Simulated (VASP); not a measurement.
```
CdF2
1.0
    0.00000     2.70592     2.70592
    2.70592     0.00000     2.70592
    2.70592     2.70592     0.00000
Cd F
1 2
Direct
  0.00000   0.00000   0.00000
  0.25000   0.25000   0.25000
  0.75000   0.75000   0.75000
```

Method: PBE GGA, VASP's PBE PAW potentials (set 64) (plane waves; VASP). Numerical set-up: 400 eV cut-off, 7×7×7 Γ-centred mesh, Fermi-Dirac smearing of 0.050 eV, potentials Cd F.

Task: Give the energies of bands 3 to 14 at the high-symmetry points, in eV from the valence-band maximum.

Result: 
```csv
band,Γ,X,U,L,W
3,-5.55,-5.33,-5.14,-5.23,-4.98
4,-5.55,-4.63,-4.75,-5.23,-4.63
5,-5.55,-4.63,-4.47,-4.33,-4.63
6,-4.40,-4.29,-4.45,-4.33,-4.48
7,-4.40,-4.12,-4.36,-4.15,-4.48
8,-0.94,-3.06,-3.33,-2.72,-3.43
9,-0.94,-2.88,-2.46,-2.21,-2.55
10,-0.94,-2.88,-2.28,-1.78,-1.50
11,-0.51,-0.48,-0.92,-1.78,-1.50
12,-0.51,-0.09,-0.33,-0.39,-0.57
13,-0.51,-0.09,-0.19,-0.39,0.00
14,3.05,7.92,7.88,7.10,7.99
```

The gap is indirect, 3.05 eV, from the valence maximum at W to the conduction minimum at Γ.

The structure comes from a computed database's CdF2 entry; how it stands against other phases isn't given here. The cell was not relaxed at this level.
